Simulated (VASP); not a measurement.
Method: optB86b-vdW, VASP's PBE PAW potentials (set 64) (plane waves; VASP).

Input for VASP

### INCAR
```
LREAL  =  F   ! projection in real space or not
ALGO  =  Normal   ! blocked Davidson
LASPH  =  T   ! aspherical one-centre terms
LWAVE  =  F
PARAM2  =  1.0
ISIF  =  2
SYSTEM  =  Eu
NELM  =  100   ! most electronic steps
LCHARG  =  F
ISMEAR  =  1   ! Methfessel-Paxton
GGA  =  MK
LUSE_VDW  =  T
ENCUT  =  520   ! plane-wave cut-off (eV)
LMAXMIX  =  6
EDIFF  =  1E-7
PREC  =  Accurate
PARAM1  =  0.1234
AGGAC  =  0.0
SIGMA  =  0.1   ! width (eV)
```

KPOINTS:
```
Automatic mesh
0
Gamma
12 12 12
0 0 0
```

File POSCAR:
```
Eu
1
   -2.2002248279     2.2002248279     2.2002248279
    2.2002248279    -2.2002248279     2.2002248279
    2.2002248279     2.2002248279    -2.2002248279
Eu
1
Direct
  0.0000000000   0.0000000000   0.0000000000
```

POTCAR, in this order: Eu_2 (PBE.64 set). Program: vasp_std.

Output

**OSZICAR**
```
       N       E                     dE             d eps       ncg     rms          rms(c)
DAV:   1     0.148968011577E+02    0.14897E+02   -0.40280E+03  1160   0.843E+02
DAV:   2     0.764820963499E+00   -0.14132E+02   -0.13987E+02  1712   0.121E+02
DAV:   3     0.571164105389E+00   -0.19366E+00   -0.19093E+00  1472   0.105E+01
DAV:   4     0.568650469406E+00   -0.25136E-02   -0.24926E-02  1928   0.167E+00
DAV:   5     0.568645728504E+00   -0.47409E-05   -0.47408E-05  1512   0.536E-02    0.698E+00
DAV:   6     0.553615145641E+00   -0.15031E-01   -0.19794E-03  1912   0.408E-01    0.417E+00
DAV:   7     0.544465166058E+00   -0.91500E-02   -0.54521E-03  1816   0.627E-01    0.622E-02
DAV:   8     0.544323156586E+00   -0.14201E-03   -0.21181E-04  1784   0.102E-01    0.152E-02
DAV:   9     0.544302127818E+00   -0.21029E-04   -0.22141E-05  1328   0.296E-02    0.690E-03
DAV:  10     0.544300932899E+00   -0.11949E-05   -0.42332E-06  1928   0.148E-02    0.126E-03
DAV:  11     0.544300851717E+00   -0.81182E-07   -0.60701E-08  1264   0.218E-03
   1 F= 0.54430085E+00 E0= 0.54445234E+00  d E =-.454473E-03
```

File OUTCAR:
```
------------------------ aborting loop because EDIFF is reached ----------------------------------------
  FORCE on cell =-STRESS in cart. coord.  units (eV):
  Direction    XX          YY          ZZ          XY          YZ          ZX
  --------------------------------------------------------------------------------------
  Total       -0.1806758     -0.1806758     -0.1806758     -0.0000000      0.0000000      0.0000000
  in kB       -6.7943730     -6.7943730     -6.7943730     -0.0000000      0.0000000      0.0000000
  external PRESSURE =      -6.7943730 kB  Pullay stress =       0.0000000 kB
  volume of cell :       42.61
      direct lattice vectors                 reciprocal lattice vectors
    -2.200224828  2.200224828  2.200224828     0.000000000  0.227249504  0.227249504
     2.200224828 -2.200224828  2.200224828     0.227249504  0.000000000  0.227249504
     2.200224828  2.200224828 -2.200224828     0.227249504  0.227249504  0.000000000
 POSITION                                       TOTAL-FORCE (eV/Angst)
 -----------------------------------------------------------------------------------
      0.00000      0.00000      0.00000         0.000000      0.000000      0.000000
 -----------------------------------------------------------------------------------
    total drift:                               -0.000000      0.000000      0.000000
  FREE ENERGIE OF THE ION-ELECTRON SYSTEM (eV)
  ---------------------------------------------------
  free  energy   TOTEN  =         0.5443008517 eV

  energy  without entropy=        0.5447553249  energy(sigma->0) =        0.54445234
```
(Selected blocks of OUTCAR.)

The 4f electrons are frozen in the core of the lanthanide potential, so 4f levels, which can set the real gap, and their magnetism are missing.

The compound is Eu in the bcc structure. This cell is one point of a volume scan, at 1.06 of the reference volume.
